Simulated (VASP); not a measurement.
Mg2CdO3, 12 atoms in the cell. Symmetry: Cmc2_1, No. 36, orthorhombic system. The conventional cell has a = 10.281 Å, b = 5.914 Å, c = 5.351 Å, α = 90.00°, β = 90.00°, γ = 90.00°. Around Mg (site symmetry 1) lie 4 O at 1.99 to 2.00 Å. Cd (site symmetry m) has 4 O at 2.23 to 2.28 Å as nearest neighbours. O (site symmetry 1) is surrounded by 3 Mg at 1.99 to 2.00 Å and 1 Cd at 2.23 Å. O (site symmetry m) is surrounded by 2 Mg at 1.99 Å and 2 Cd at 2.24 to 2.28 Å. The cell was built by a generator and needn't be a form met in nature.

| Item | Value |
| --- | --- |
| Program | VASP 6.6.1 |
| Task | phonons |
| Functional | PBE |
| Potentials or basis | VASP PAW PBE potentials, release 64 (Mg, Cd, O) |
| Cutoff | 520 eV |
| k mesh | 5 × 5 × 5 |
| Occupations | gaussian, width 0.03 eV |
| Spin | no spin polarisation |
| By perturbation theory | no |
| Further INCAR settings | ALGO = Normal; EDIFF = 1e-08; IBRION = 6; POTIM = 0.015; NSW = 1 |

Potentials or basis: VASP PAW PBE potentials, release 64 (Mg, Cd, O).

The run is started by

```console
$ cat potpaw_PBE.64/Mg/POTCAR potpaw_PBE.64/Cd/POTCAR potpaw_PBE.64/O/POTCAR > POTCAR
$ cp INCAR.step1 INCAR
$ mpirun -np 8 vasp_std > vasp.out
$ cp CONTCAR POSCAR
$ cp INCAR.step2 INCAR
$ mpirun -np 8 vasp_std > vasp.out
```

Hardware: 8 MPI ranks on Intel(R) Xeon(R) Platinum 8488C (Sapphire Rapids), with other jobs on the host.

Problem. How long does it take, and how much memory?

Solution. Run time: 28 min on 8 MPI ranks on Intel(R) Xeon(R) Platinum 8488C (Sapphire Rapids) (shared host), peak memory 0.8 GiB a rank. Counts: scf iterations 248, k points 27, ion steps 8.
